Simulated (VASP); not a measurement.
Input:

```
Cr
1.0
    2.96147     0.00000     0.00000
    0.00000     2.96147     0.00000
    0.00000     0.00000     2.91705
Cr
2
Direct
  0.00000   0.00000   0.00000
  0.50000   0.50000   0.50000
```
Starting moments (μB, in the order of the record's atoms Cr Cr): 2.7 -2.7.

Computed with r2SCAN meta-GGA, VASP's PBE PAW potentials (set 64) (plane waves; VASP). Settings: 480 eV cut-off, 12×12×12 Γ-centred mesh, first-order Methfessel-Paxton smearing of 0.10 eV, potentials Cr_pv.

Question: Give the stress tensor in GPa (positive for a compressed cell).

Answer: 
```
0.15  0.00  0.00
0.00  0.15  0.00
0.00  0.00  4.79
```
The pressure is its mean diagonal, 1.70 GPa.

The compound is Cr in the bcc, AFM order structure. This cell was strained or had an atom moved on purpose.
